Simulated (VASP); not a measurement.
Data:

```yaml
crystal:
  lattice:
    - [0.00000, 2.14092, 2.14092]
    - [2.14092, 0.00000, 2.14092]
    - [2.14092, 2.14092, 0.00000]
  atoms:
    - { symbol: Ti, position: [0.00000, 0.00000, 0.00000] }
    - { symbol: C, position: [0.50000, 0.50000, 0.50000] }
```

Level of theory: MS2 meta-GGA, VASP's PBE PAW potentials (set 64) (plane waves; VASP). Settings: 520 eV cut-off, 14×14×14 Γ-centred mesh, first-order Methfessel-Paxton smearing of 0.10 eV, potentials Ti_sv C.

Problem. The job: TiC (rock salt), 2 atoms, MS2, static run, 520 eV, 14×14×14 Γ-centred mesh. Roughly how much core time does it take on a busy server core?

Solution. About 90 core-seconds (one run on a shared machine, a rough figure). It had 104 irreducible k-points, 12 bands, up to 544 plane waves and 30 electronic steps.

The compound is TiC in the rock salt structure. This cell is one point of a volume scan, at 0.97 of the reference volume.
